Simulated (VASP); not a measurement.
Output of a VASP run:

OSZICAR:
```
...
DAV:  12    -0.418658943799E+01   -0.16541E-06   -0.27466E-07  1042   0.450E-03
   1 F= -.41865894E+01 E0= -.41867702E+01  d E =-.418659E+01
       N       E                     dE             d eps       ncg     rms          rms(c)
DAV:   1    -0.428774665786E+01   -0.10116E+00   -0.19261E+00  1664   0.111E+01    0.165E+00
DAV:   2    -0.422307057966E+01    0.64676E-01   -0.13187E-01  1694   0.316E+00    0.786E-01
DAV:   3    -0.419487261131E+01    0.28198E-01   -0.74033E-02  1789   0.215E+00    0.307E-01
DAV:   4    -0.419492384582E+01   -0.51235E-04   -0.39122E-03  1989   0.548E-01    0.238E-01
DAV:   5    -0.419491015302E+01    0.13693E-04   -0.50797E-04  1709   0.153E-01    0.270E-02
DAV:   6    -0.419490660554E+01    0.35475E-05   -0.36971E-05  2068   0.468E-02    0.150E-02
DAV:   7    -0.419490444548E+01    0.21601E-05   -0.30858E-06  1560   0.157E-02    0.277E-03
DAV:   8    -0.419490449121E+01   -0.45726E-07   -0.15331E-07   907   0.351E-03
   2 F= -.41949045E+01 E0= -.41948969E+01  d E =-.831505E-02
       N       E                     dE             d eps       ncg     rms          rms(c)
DAV:   1    -0.419772048175E+01   -0.28160E-02   -0.51619E-02  1664   0.183E+00    0.275E-01
DAV:   2    -0.419600279830E+01    0.17177E-02   -0.35483E-03  1694   0.516E-01    0.128E-01
DAV:   3    -0.419524941318E+01    0.75339E-03   -0.18720E-03  1814   0.340E-01    0.482E-02
DAV:   4    -0.419524492113E+01    0.44920E-05   -0.11427E-04  1969   0.931E-02    0.368E-02
DAV:   5    -0.419524125972E+01    0.36614E-05   -0.13577E-05  1734   0.250E-02    0.488E-03
DAV:   6    -0.419524099049E+01    0.26923E-06   -0.91437E-07   897   0.796E-03
   3 F= -.41952410E+01 E0= -.41952663E+01  d E =-.865155E-02
       N       E                     dE             d eps       ncg     rms          rms(c)
DAV:   1    -0.419526397746E+01   -0.22718E-04   -0.53140E-04  1664   0.186E-01    0.285E-02
DAV:   2    -0.419524594879E+01    0.18029E-04   -0.36850E-05  1704   0.525E-02    0.133E-02
DAV:   3    -0.419523803865E+01    0.79101E-05   -0.19752E-05  1824   0.349E-02    0.486E-03
DAV:   4    -0.419523783897E+01    0.19968E-06   -0.10458E-06   932   0.955E-03
   4 F= -.41952378E+01 E0= -.41952664E+01  d E =-.864840E-02
       N       E                     dE             d eps       ncg     rms          rms(c)
DAV:   1    -0.419575298418E+01   -0.51495E-03   -0.17647E-02  1674   0.984E-01    0.875E-02
DAV:   2    -0.419551281544E+01    0.24017E-03   -0.31479E-04  1934   0.154E-01    0.522E-02
DAV:   3    -0.419540762739E+01    0.10519E-03   -0.12704E-04  2073   0.882E-02    0.263E-02
DAV:   4    -0.419540591342E+01    0.17140E-05   -0.22511E-05  2185   0.354E-02    0.138E-02
DAV:   5    -0.419540578288E+01    0.13055E-06   -0.59648E-07   882   0.640E-03
   5 F= -.41954058E+01 E0= -.41954445E+01  d E =-.167944E-03
       N       E                     dE             d eps       ncg     rms          rms(c)
DAV:   1    -0.419612710571E+01   -0.72119E-03   -0.33133E-02  1674   0.135E+00    0.119E-01
DAV:   2    -0.419568016915E+01    0.44694E-03   -0.58716E-04  1934   0.210E-01    0.717E-02
DAV:   3    -0.419548435601E+01    0.19581E-03   -0.23758E-04  2089   0.121E-01    0.360E-02
DAV:   4    -0.419548120629E+01    0.31497E-05   -0.41785E-05  2164   0.482E-02    0.186E-02
DAV:   5    -0.419548108279E+01    0.12350E-06   -0.10934E-06   913   0.866E-03
   6 F= -.41954811E+01 E0= -.41955239E+01  d E =-.243244E-03
```

**OUTCAR**
```
------------------------ aborting loop because EDIFF is reached ----------------------------------------
  FORCE on cell =-STRESS in cart. coord.  units (eV):
  Direction    XX          YY          ZZ          XY          YZ          ZX
  --------------------------------------------------------------------------------------
  Total       -0.0084759     -0.0084759     -0.0089203      0.0000000      0.0000000     -0.0000000
  in kB       -0.2190371     -0.2190370     -0.2305234      0.0000000      0.0000000     -0.0000000
  external PRESSURE =      -0.2228658 kB  Pullay stress =       0.0000000 kB
  volume of cell :       62.00
      direct lattice vectors                 reciprocal lattice vectors
     1.789337968 -3.099223827  0.000000000     0.279432957 -0.161330716  0.000000000
     1.789337968  3.099223827  0.000000000     0.279432957  0.161330716  0.000000000
    -0.000000000  0.000000000  5.589875653    -0.000000000  0.000000000  0.178894856
 POSITION                                       TOTAL-FORCE (eV/Angst)
 -----------------------------------------------------------------------------------
      1.78934      1.03308      1.39747        -0.000000     -0.000000      0.000000
      1.78934     -1.03308      4.19241         0.000000      0.000000      0.000000
 -----------------------------------------------------------------------------------
    total drift:                                0.000003      0.000106     -0.000011
  FREE ENERGIE OF THE ION-ELECTRON SYSTEM (eV)
  ---------------------------------------------------
  free  energy   TOTEN  =        -4.1954810828 eV

  energy  without entropy=       -4.1956094303  energy(sigma->0) =       -4.19552387

 reached required accuracy - stopping structural energy minimisation
```
(Selected blocks of OUTCAR.)

**POSCAR**
```
Tb
1
    1.8000000000    -3.1176910000     0.0000000000
    1.8000000000     3.1176910000     0.0000000000
    0.0000000000     0.0000000000     5.6900000000
Tb
2
Direct
  0.3333330000   0.6666670000   0.2500000000
  0.6666670000   0.3333330000   0.7500000000
```

Reconstruct the remaining input files.

One answer among several that fit: the input of the run itself, optB86b-vdW, plane waves, VASP's PBE PAW potentials (set 64).

### INCAR
```
SYSTEM = Tb
PREC = Accurate
ENCUT = 520
EDIFF = 1E-6
NELM = 100
ALGO = Normal
LREAL = .FALSE.
LASPH = .TRUE.
ISMEAR = 1
SIGMA = 0.1
GGA = MK
PARAM1 = 0.1234
PARAM2 = 1.0
LUSE_VDW = .TRUE.
AGGAC = 0.0
LMAXMIX = 6
LWAVE = .FALSE.
LCHARG = .FALSE.
IBRION = 2
ISIF = 3
NSW = 60
EDIFFG = -0.01
```

File KPOINTS:
```
Regular mesh
0
G
11 11 6
0 0 0
```

POTCAR, in this order: Tb_3 (PBE.64 set). Program: vasp_std.

The 4f electrons are frozen in the core of the lanthanide potential, so 4f levels, which can set the real gap, and their magnetism are missing. Energy and stress use the plane-wave basis of the starting cell.

The compound is Tb in the hcp structure. This run relaxes it. Symmetry was kept, so distortions that lower it aren't found.
